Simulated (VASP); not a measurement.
```xyz
5
Lattice="3.9910 0.0000 0.0000 0.0000 3.9910 0.0000 0.0000 0.0000 4.1006" Properties=species:S:1:pos:R:3 pbc="T T T"
Ba     0.0000     0.0000     0.0136
Ti     1.9955     1.9955     2.1368
O      1.9955     1.9955     3.9821
O      3.9910     1.9955     1.9858
O      1.9955     0.0000     1.9858
```

The numbers are results of rev-vdW-DF2, VASP's PBE PAW potentials (set 64) (plane waves; VASP), not measurements. Run with 520 eV cut-off, 6×6×6 Γ-centred mesh, tetrahedra with Blöchl corrections, potentials Ba_sv Ti_sv O.

Unless said otherwise, spin-orbit coupling is left out, though it shifts the bands of the heavy elements here.

Task: Predict the energy per atom (σ→0), band gap (on the k-mesh) with the smallest direct gap where there is one.

Result: 
```json
{
 "band gap (on the k-mesh)": "1.76 eV",
 "smallest direct gap (on the k-mesh)": "2.21 eV",
 "energy per atom (σ→0)": "-6.444 eV/atom"
}
```

The absolute energy has meaning only against runs of the same code, potentials and settings.

The compound is BaTiO3 in the tetragonal perovskite structure. It was relaxed first.
